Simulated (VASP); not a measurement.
# Sb2TeO2 (R-3m) in VASP: relaxation of cell and atoms with PBE

Aim: the relaxation of cell and atoms of Sb2TeO2 with PBE.

All numbers are computed with VASP 6.6.1; they aren't measurements. Logs are shortened: lines on timing, memory, paths and dates and some standing lists are left out, and cuts for length are marked.

## (1) The structure

Symmetry: R-3m, No. 166, trigonal system. Conventional cell: a = 3.900 Å, b = 3.900 Å, c = 24.500 Å, α = 90.00°, β = 90.00°, γ = 120.00°. Sb (site symmetry 3m) has 3 O at 2.36 Å as nearest neighbours. Te (site symmetry -3m) has 6 Sb at 3.01 Å as nearest neighbours. O (site symmetry 3m) has 3 Sb at 2.36 Å as nearest neighbours.

The cell was built by a generator and needn't be a form met in nature.

## (2) Relaxation of cell and atoms, PBE

Contents of INCAR:

```
SYSTEM = Sb2TeO2
PREC = Normal
ENCUT = 520
EDIFF = 1E-4
ISMEAR = 0
SIGMA = 0.15
LREAL = .FALSE.
LASPH = .TRUE.
NELM = 60
ALGO = Fast
ISIF = 3
LWAVE = .FALSE.
LCHARG = .FALSE.
GGA = PE
IBRION = 2
NSW = 24
EDIFFG = -0.08
```

Contents of KPOINTS:

```
regular mesh
0
G
  4 4 4
  0 0 0
```

Contents of POSCAR:

```
Sb2TeO2
1.0
    1.9500000000      1.1258330200      8.1666666700
   -1.9500000000      1.1258330200      8.1666666700
    0.0000000000     -2.2516660500      8.1666666700
Sb Te O
2 1 2
Direct
    0.5850000000      0.5850000000      0.5850000000
    0.4150000000      0.4150000000      0.4150000000
    0.0000000000      0.0000000000      0.0000000000
    0.2230000000      0.2230000000      0.2230000000
    0.7770000000      0.7770000000      0.7770000000
```

Potentials or basis: VASP PAW PBE potentials, release 64 (Sb, Te, O).

Command:

```sh
$ cat potpaw_PBE.64/Sb/POTCAR potpaw_PBE.64/Te/POTCAR potpaw_PBE.64/O/POTCAR > POTCAR
$ mpirun -np 1 vasp_std > vasp.out
```

OUTCAR:

```text
SYSTEM = Sb2TeO2
   PREC = Normal
   ENCUT = 520
   EDIFF = 1E-4
   ISMEAR = 0
   LREAL = .FALSE.
   LASPH = .TRUE.
   NELM = 60
   ISIF = 3
   GGA = PE
   IBRION = 2
   NSW = 24
   EDIFFG = -0.08

 ion  position               nearest neighbor table
   1  0.585  0.585  0.585-   4 2.36   4 2.36   4 2.36   3 3.01   3 3.01   3 3.01
   2  0.415  0.415  0.415-   5 2.36   5 2.36   5 2.36   3 3.01   3 3.01   3 3.01
   3  0.000  0.000  0.000-   1 3.01   2 3.01   1 3.01   1 3.01   2 3.01   2 3.01
   4  0.223  0.223  0.223-   1 2.36   1 2.36   1 2.36
   5  0.777  0.777  0.777-   2 2.36   2 2.36   2 2.36

  LATTYP: Found a trigonal (rhomboedric) cell.
 ALAT       =     8.4713897613
 COS(alpha) =     0.8940283028

  Lattice vectors:

 A1 = (   1.9500000000,   1.1258330200,   8.1666666700)
 A2 = (  -1.9500000000,   1.1258330200,   8.1666666700)
 A3 = (   0.0000000000,  -2.2516660500,   8.1666666700)

Analysis of symmetry for initial positions (statically):
=====================================================================
 Subroutine PRICEL returns:
 Original cell was already a primitive cell.

 Routine SETGRP: Setting up the symmetry group for a
 trigonal (rhombohedral) supercell.

 Subroutine GETGRP returns: Found 12 space group operations
 (whereof 12 operations were pure point group operations)
 out of a pool of 12 trial point group operations.

The static configuration has the point symmetry D_3d.

Analysis of symmetry for dynamics (positions and initial velocities):
=====================================================================
 Subroutine PRICEL returns:
 Original cell was already a primitive cell.

 Routine SETGRP: Setting up the symmetry group for a
 trigonal (rhombohedral) supercell.

 Subroutine GETGRP returns: Found 12 space group operations
 (whereof 12 operations were pure point group operations)
 out of a pool of 12 trial point group operations.

The dynamic configuration has the point symmetry D_3d.

 Subroutine INISYM returns: Found 12 space group operations
 (whereof 12 operations are pure point group operations),
 and found     1 'primitive' translations

----------------------------------------------------------------------------------------

                                     Primitive cell

  volume of cell :     107.5733

  direct lattice vectors                    reciprocal lattice vectors
[... 86 lines left out ...]
   NFREE  =      1    steps in history (QN), initial steepest desc. (CG)
   ISIF   =      3    stress and relaxation
   ISYM   =      2    0-nonsym 1-usesym 2-fastsym
   POTIM  = 0.5000    time-step for ionic-motion
   TEBEG  =    0.0;   TEEND  =   0.0 temperature during run
   PSTRESS=    0.0 pullay stress
   NELECT =      28.0000    total number of electrons
   NUPDOWN=      -1.0000    fix difference up-down
   EMIN   =  10.00;   EMAX   =-10.00  energy-range for DOS
   EFERMI =   0.00;   METHOD = LEGACY
   ISMEAR =     0;   SIGMA  =   0.15  broadening in eV -4-tet -1-fermi 0-gaus
   EFERMI_NEDOS =   21; number of points for ismear=-14 and -15
   IALGO  =     68    algorithm
   IMIX   =      4    mixing-type and parameters
     AMIX     =   0.40;   BMIX     =  1.00
     AMIX_MAG =   1.60;   BMIX_MAG =  1.00
  volume/ion in A,a.u.               =      21.51       145.19
  Fermi-wavevector in a.u.,A,eV,Ry     =   1.045264  1.975262 14.865407  1.092577
  Thomas-Fermi vector in A             =   2.180052
   LORBIT       =      0    0 simple, 1 ext, 2 COOP (PROOUT), +10 PAW based schemes
   GGA     = PE    functional components
   LHFCALC =     F    Hartree Fock is set to
   AEXX    =    0.0000 exact exchange contribution
   IVDW    =     0    specifies the selected vdW correction
   LEPSILON=     F    determine dielectric tensor
   LRPA    =     F    only Hartree local field effects (RPA)
 conjugate gradient relaxation of ions
 non-spin polarized calculation
 RMM-DIIS sequential band-by-band and
 Gauss-broadening in eV      SIGMA  =   0.15
  energy-cutoff  :      520.00
  volume of cell :      107.57
 maximum number of plane-waves:      2923
   NGX = 31   NGY = 31   NGZ = 31

--------------------------------------- Ionic step        1  -------------------------------------------

 number of electron      27.9999999 magnetization

 Free energy of the ion-electron system (eV)
  ---------------------------------------------------
  ext. energy  EPLUGINS =         0.00000000
  ---------------------------------------------------
  free energy    TOTEN  =       -23.27322780 eV

  energy without entropy =      -23.26304249  energy(sigma->0) =      -23.26813515

------------------------ aborting loop because EDIFF is reached ----------------------------------------

  FORCE on cell =-STRESS in cart. coord.  units (eV):
  Direction    XX          YY          ZZ          XY          YZ          ZX
  --------------------------------------------------------------------------------------
  -------------------------------------------------------------------------------------
  Total       -2.5471783     -2.5471783      3.7437766      0.0000000     -0.0000000      0.0000000
  in kB      -37.9371985    -37.9371984     55.7591099      0.0000000     -0.0000000      0.0000000
  external PRESSURE =      -6.7050957 kB  Pullay stress =       0.0000000 kB
[... 98 lines left out ...]
  FREE ENERGIE OF THE ION-ELECTRON SYSTEM (eV)
  ---------------------------------------------------
  free  energy   TOTEN  =       -23.5869188618 eV

  energy  without entropy=      -23.5609927664  energy(sigma->0) =      -23.57395581

[... ionic steps 4 to 7 ...]

--------------------------------------- Ionic step        8  -------------------------------------------

 number of electron      27.9999989 magnetization

------------------------ aborting loop because EDIFF is reached ----------------------------------------
[... 73 lines left out ...]
--------------------------------------- Ionic step       10  -------------------------------------------

 number of electron      28.0000001 magnetization

 Free energy of the ion-electron system (eV)
  ---------------------------------------------------
  ext. energy  EPLUGINS =         0.00000000
  ---------------------------------------------------
  free energy    TOTEN  =       -23.70167507 eV

  energy without entropy =      -23.65708258  energy(sigma->0) =      -23.67937883

 E-fermi :   6.2460     XC(G=0):  -9.4972

 val. band max:        6.1764752353   @ k =  -0.2500   0.2500   0.2500
 cond. band min:       6.2823122950   @ k =   0.2500   0.2500  -0.0000
 fundamental gap:      0.1058370597
 Fermi energy:         6.2460312398

 k-point     1 :       0.0000    0.0000    0.0000
  band No.  band energies     occupation
      1     -12.8489      2.00000
      2     -12.7812      2.00000
      3      -6.3139      2.00000
      4      -3.0507      2.00000
      5      -1.1352      2.00000
      6       1.9184      2.00000
[... 294 lines left out ...]
  FREE ENERGIE OF THE ION-ELECTRON SYSTEM (eV)
  ---------------------------------------------------
  free  energy   TOTEN  =       -23.7016750690 eV

  energy  without entropy=      -23.6570825835  energy(sigma->0) =      -23.67937883

 reached required accuracy - stopping structural energy minimisation
```

OSZICAR:

```text
N       E                     dE             d eps       ncg     rms          rms(c)
DAV:   1     0.180984944098E+03    0.18098E+03   -0.11426E+04   468   0.130E+03
DAV:   2    -0.749782567776E+01   -0.18848E+03   -0.18251E+03   618   0.256E+02
DAV:   3    -0.276446571466E+02   -0.20147E+02   -0.19754E+02   544   0.911E+01
[... 81 lines left out ...]
RMM:   2    -0.237090930668E+02    0.67298E-02   -0.21374E-01   468   0.354E+00    0.640E-01
RMM:   3    -0.237031792301E+02    0.59138E-02   -0.24572E-02   483   0.113E+00    0.308E-01
RMM:   4    -0.237015961877E+02    0.15830E-02   -0.75830E-03   481   0.576E-01    0.135E-01
RMM:   5    -0.237016378954E+02   -0.41708E-04   -0.22418E-03   509   0.247E-01    0.708E-02
RMM:   6    -0.237016750690E+02   -0.37174E-04   -0.23625E-04   307   0.110E-01
  10 F= -.23701675E+02 E0= -.23679379E+02  d E =-.202091E-01
```

Wall time 1.9 min (1 thread of Intel Xeon 6975P-C (Granite Rapids), shared host); peak memory 0.35 GiB.

Results:

```yaml
Free_energy: -23.7017 eV
Relaxed_volume: 21.97 Å³/atom
Relaxed_cell: a = 9.550 Å, b = 9.550 Å, c = 9.550 Å, α = 22.29°, β = 22.29°, γ = 22.29°
Space_group_after_relaxing_to_0.05_Å: R-3m (No. 166)
Energy_gained_by_relaxing: 85.7 meV/atom
Ionic_steps: 10
Pressure_after_relaxing: 0.4 GPa
Largest_force_after_relaxing: 0.061 eV/Å
Band_gap_on_the_k_mesh: none (metal or under the smearing width)
```

Forces in eV/Å, atoms in the order of the input:
```
Sb   0.000  0.000  0.054
Sb   0.000  0.000 -0.054
Te   0.000  0.000  0.000
O    0.000  0.000 -0.061
O    0.000  0.000  0.061
```

The path:
```tsv
step	energy change (eV)	largest force (eV/Å)	pressure (GPa)	volume (Å³)
1	0.0000	1.1089	-0.67	107.57
2	-0.2601	0.3331	1.31	106.05
3	-0.3137	0.4011	3.02	105.02
4	-0.1824	0.9837	7.76	102.71
5	-0.3206	0.5093	3.78	104.58
6	-0.4020	0.1321	-1.36	112.60
7	-0.4083	0.2087	-0.25	110.68
8	-0.4082	0.1851	-0.40	110.88
9	-0.4187	0.1599	-0.22	110.57
10	-0.4284	0.0615	0.36	109.86
```

Final structure:
```
Sb Te O
1.0
     1.84570    1.06562    9.30911
    -1.84570    1.06562    9.30911
     0.00000   -2.13123    9.30911
Sb Te O
2 1 2
Direct
  0.58042 0.58042 0.58042
  0.41958 0.41958 0.41958
  0.00000 0.00000 0.00000
  0.22157 0.22157 0.22157
  0.77843 0.77843 0.77843
```

Caveat: the k mesh is coarse (spacing up to 0.47 Å⁻¹), so the values aren't converged; the relaxation stopped at a loose force limit of 0.08 eV/Å, so its end isn't a converged minimum. The run has no spin-orbit coupling, so splittings on Sb, Te are missing.
